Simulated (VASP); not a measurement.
These are PBEsol GGA, VASP's PBE PAW potentials (set 64) (plane waves; VASP) values and carry that method's errors.

VASP input:

### KPOINTS
```
Automatic mesh
0
Gamma
9 9 9
0 0 0
```

File POSCAR:
```
Al2Cu
1
   -1.9897280000     1.9897280000     2.7940730000
    1.9897280000    -1.9897280000     2.7940730000
    1.9897280000     1.9897280000    -2.7940730000
Al Cu
2 1
Direct
  0.7500000000   0.2500000000   0.5000000000
  0.2500000000   0.7500000000   0.5000000000
  0.5000000000   0.5000000000   0.0000000000
```

### INCAR
```
SYSTEM = Al2Cu
PREC = Accurate
ENCUT = 300
EDIFF = 1E-6
NELM = 100
ALGO = Normal
LREAL = .FALSE.
LASPH = .TRUE.
ISMEAR = 0
SIGMA = 0.05
GGA = PS
LMAXMIX = 4
LWAVE = .FALSE.
LCHARG = .FALSE.
ISIF = 2
```

POTCAR, in this order: Al Cu (PBE.64 set). Program: vasp_std.

Question: What will the output report for the number of irreducible k-points (NKPTS), largest plane-wave count, number of space-group operations, FFT grid (NGX, NGY, NGZ)?

Answer: 
| Quantity | Value |
|---|---|
| number of irreducible k-points (NKPTS) | 75 |
| largest plane-wave count | 534 |
| number of space-group operations | 16 |
| FFT grid (NGX, NGY, NGZ) | 24 × 24 × 24 |

The structure comes from a computed database's Al2Cu entry (I4/mmm); how it stands against other phases isn't given here. The cell was not relaxed at this level, and its volume differs by -5.9 % from the start's. The electron count is odd and the run is not spin-polarised, which forces a metal.
